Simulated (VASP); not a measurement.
An input for Ansatz (written as the equivalent of a VASP run, and not itself run):

Ansatz 0.2 input:
```yaml
crystal:
  lattice:
    - [3.1148900, 0.0000000, 0.0000000]
    - [-1.5574450, 2.6975740, 0.0000000]
    - [0.0000000, 0.0000000, 4.9393000]
  atoms:
    - { symbol: Ta, position: [0.3582080, 0.6866060, 0.2569620] }
    - { symbol: Ta, position: [0.6663600, 0.3395580, 0.7460100] }
    - { symbol: C, position: [-0.0245680, -0.0261640, -0.0029730] }
kpoints:
  mp_grid: { grid: [12, 12, 7] }
hamiltonian:
  xc: lda
  pseudopotentials: { kind: paw }
scf:
  occupations: { method: gaussian, width: 0.2 }
  max_iter: 100
output: { forces: true, stress: true, eigenvalues: true }
```

Task: Write the VASP files for the same calculation (LDA).

Result: One answer among several that fit: 
File KPOINTS:
```
K-points
0
G
12 12 7
```

**INCAR**
```
LASPH  =  .TRUE.   ! aspherical one-centre terms
SYSTEM  =  Ta2C
LWAVE  =  .FALSE.
ISIF  =  2
LMAXMIX  =  6   ! l cut-off of mixed one-centre charges
SIGMA  =  0.2   ! width (eV)
ENCUT  =  400
EDIFF  =  1E-6
LREAL  =  .FALSE.
NELM  =  100
ISMEAR  =  0   ! Gaussian
LCHARG  =  .FALSE.
PREC  =  Accurate
ALGO  =  Normal
```

POSCAR:
```
Ta2C
1
    3.1148900000     0.0000000000     0.0000000000
   -1.5574450000     2.6975740000     0.0000000000
    0.0000000000     0.0000000000     4.9393000000
Ta C
2 1
Direct
  0.3582080000   0.6866060000   0.2569620000
  0.6663600000   0.3395580000   0.7460100000
 -0.0245680000  -0.0261640000  -0.0029730000
```

POTCAR, in this order: Ta_pv C (LDA.64 set). Program: vasp_std.

Limits of the translation: each code has its own PAW files, so the cut-off isn't converted (ENCUT is set for VASP's; basis.ecutwfc is left out, and Ansatz then takes the one that its files recommend); Ansatz stops its SCF on the density residual and VASP on the energy change (EDIFF); Ansatz's lda is the Perdew-Wang form, while the LDA potentials of VASP carry Perdew-Zunger's.

The structure comes from a computed database's Ta2C entry (P-3m1); how it stands against other phases isn't given here. The cell was not relaxed at this level, atoms are displaced from their ideal sites.
